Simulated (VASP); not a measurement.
VASP ran on this input.

POSCAR:
```
PbTe
1
    0.0000000000     3.1640631312     3.1640631312
    3.1640631312     0.0000000000     3.1640631312
    3.1640631312     3.1640631312     0.0000000000
Te Pb
1 1
Direct
  0.5000000000   0.5000000000   0.5000000000
  0.0000000000   0.0000000000   0.0000000000
```

KPOINTS:
```
Automatic mesh
0
Gamma
7 7 7
0 0 0
```

INCAR:
```
ISIF=2   # forces and stress, cell fixed
ISMEAR=0   # Gaussian
LCHARG=.False.
ENCUT=520
LWAVE=.False.
LMAXMIX=4   # l cut-off of mixed one-centre charges
LASPH=.True.
EDIFF=1E-7
LUSE_VDW=.True.
NELM=100
ALGO=Normal   # blocked Davidson
LREAL=.False.   # projection in real space or not
GGA=CX
SIGMA=0.05   # width (eV)
SYSTEM=PbTe
AGGAC=0.0
PREC=Accurate
```

POTCAR, in this order: Te Pb_d (PBE.64 set). Program: vasp_std.

Task: Translate this vdW-DF-cx calculation to Quantum ESPRESSO's pw.x.

Result: One equivalent input (not run):
```
&CONTROL
  calculation = 'scf'
  pseudo_dir = './pseudo'
  outdir = './out'
  tprnfor = .true.
  tstress = .true.
/
&SYSTEM
  ibrav = 0
  nat = 2
  ntyp = 2
  ecutwfc = 82.3
  occupations = 'smearing'
  smearing = 'gaussian'
  degauss = 0.003675
  input_dft = 'vdw-df-cx'
/
&ELECTRONS
  conv_thr = 7.3e-09
  electron_maxstep = 100
/
ATOMIC_SPECIES
  Te 127.600 Te.upf
  Pb 207.200 Pb.upf
CELL_PARAMETERS angstrom
     0.0000000    3.1640631    3.1640631
     3.1640631    0.0000000    3.1640631
     3.1640631    3.1640631    0.0000000
ATOMIC_POSITIONS crystal
  Te   0.5000000  0.5000000  0.5000000
  Pb   0.0000000  0.0000000  0.0000000
K_POINTS automatic
  7 7 7 0 0 0
```
The two are equivalent in intent, not identical: the potentials are each code's own (VASP's PAW set, PseudoDojo norm-conserving files in pw.x), so ENCUT and ecutwfc are chosen apart and not converted; conv_thr bounds pw.x's estimated SCF error, while EDIFF bounds the energy change between steps.

The compound is PbTe in the rock salt structure. This cell is one point of a volume scan, at 0.94 of the reference volume.
